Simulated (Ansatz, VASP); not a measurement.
**NaBe2Se2 in VASP and in Ansatz**

File INCAR:

```
SYSTEM = NaBe2Se2
PREC     = Accurate       ! precision mode
ENCUT    = 600            ! plane-wave cutoff, eV
EDIFF    = 1E-7           ! SCF threshold, eV
ISMEAR   = 0              ! smearing method
SIGMA    = 0.1            ! smearing width, eV
LREAL    = .False.        ! projectors in reciprocal space
LASPH    = .True.         ! aspherical terms in the spheres
NELM     = 100            ! most SCF steps
ALGO     = Normal         ! electronic algorithm
ISIF     = 3              ! what is computed and relaxed
LWAVE    = .False.        ! write WAVECAR
LCHARG   = .False.        ! write CHGCAR
GGA      = PE             ! functional
IBRION   = 2              ! ionic algorithm
NSW      = 100            ! ionic steps
EDIFFG   = -0.01          ! ionic threshold
```

The input KPOINTS:

```
regular mesh
0
Gamma
  12 12 6
  0 0 0
```

POSCAR

```
NaBe2Se2
1.0
    3.6728285451      0.0000000000      0.0000000000
   -1.8364142725      3.1807628238      0.0000000000
    0.0000000000      0.0000000000      8.0424778914
Na Be Se
1 2 2
Direct
    0.3333333333      0.6666666667      0.5000000000
    0.6666666667      0.3333333333      0.1463043140
    0.6666666667      0.3333333333      0.8536956860
    0.0000000000      0.0000000000      0.2277184277
    0.0000000000      0.0000000000      0.7722815723
```

Input for Ansatz:

```yaml
crystal:
  lattice:
    - [3.6728285451, 0.0, 0.0]
    - [-1.8364142725, 3.1807628238, 0.0]
    - [0.0, 0.0, 8.0424778914]
  atoms:
    - { symbol: Na, position: [0.3333333333, 0.6666666667, 0.5] }
    - { symbol: Be, position: [0.6666666667, 0.3333333333, 0.146304314] }
    - { symbol: Be, position: [0.6666666667, 0.3333333333, 0.853695686] }
    - { symbol: Se, position: [0.0, 0.0, 0.2277184277] }
    - { symbol: Se, position: [0.0, 0.0, 0.7722815723] }
basis:
  ecutwfc: 420
kpoints:
  mp_grid: { grid: [12, 12, 6] }
hamiltonian:
  xc: pbe
scf:
  occupations: { method: gaussian, width: 0.1 }
output:
  forces: true
  stress: true
  eigenvalues: true
  write_density: true
  write_potential: true
  elf: true
  volumetric_format: npy
relax:
  adjacent_minimum: "off"
  f_tol: 0.01
  max_steps: 80
  cell: { stress_tol: 0.05 }
```

Alike in both runs: task relaxation of cell and atoms; functional PBE; k mesh 12 × 12 × 6; occupations gaussian, width 0.1 eV; no spin polarisation.

```csv
,VASP,Ansatz
version,VASP 6.6.1,Ansatz 0.2.0
potentials or method,"VASP PAW PBE potentials, release 64 (Na_pv, Be, Se)","scalar-relativistic, plane waves, PAW"
plane-wave cutoff (eV),600,420
valence electrons in the cell,23,45
```

VASP gave:

* gap on the k mesh at the Fermi level, each at its own relaxed structure (eV): none
* relaxed volume (Å³/atom): 18.76
* relaxed cell length with the largest relative difference (Å): 3.676

Question: What did Ansatz give for the same quantities?

Answer: gap on the k mesh at the Fermi level, each at its own relaxed structure (eV): none; relaxed volume (Å³/atom): 18.71; relaxed cell length with the largest relative difference (Å): 3.672.

A gap of «none» marks a metal or a gap that the smearing closes. The two sets of potentials don't hold the same shells in valence.
